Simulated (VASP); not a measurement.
Data:

```
CdF2
1.0
    0.00000     2.69500     2.69500
    2.69500     0.00000     2.69500
    2.69500     2.69500     0.00000
Cd F
1 2
Direct
  0.00000   0.00000   0.00000
  0.25000   0.25000   0.25000
  0.75000   0.75000   0.75000
```

The numbers are results of PBE GGA, VASP's PBE PAW potentials (set 64) (plane waves; VASP 6.6.1), not measurements. Run with 400 eV cut-off, 7×7×7 Γ-centred mesh, Fermi-Dirac smearing of 0.050 eV, potentials Cd F.

Give the energies of bands 3 to 14 at the high-symmetry points, in eV from the valence-band maximum.

```tsv
band	Γ	X	U	L	W
3	-5.59	-5.38	-5.17	-5.25	-5.01
4	-5.59	-4.63	-4.75	-5.25	-4.65
5	-5.59	-4.63	-4.46	-4.31	-4.63
6	-4.38	-4.26	-4.44	-4.31	-4.48
7	-4.38	-4.09	-4.35	-4.12	-4.48
8	-0.97	-3.08	-3.37	-2.76	-3.47
9	-0.97	-2.94	-2.51	-2.27	-2.58
10	-0.97	-2.94	-2.31	-1.83	-1.52
11	-0.49	-0.50	-0.95	-1.83	-1.52
12	-0.49	-0.09	-0.34	-0.39	-0.59
13	-0.49	-0.09	-0.19	-0.39	0.00
14	3.09	8.02	7.98	7.19	8.09
```

The gap is indirect, 3.09 eV, from the valence maximum at W-X at 0.11 to the conduction minimum at Γ.

The structure is a typed CdF2 crystal (Fm-3m). The cell was not relaxed at this level.
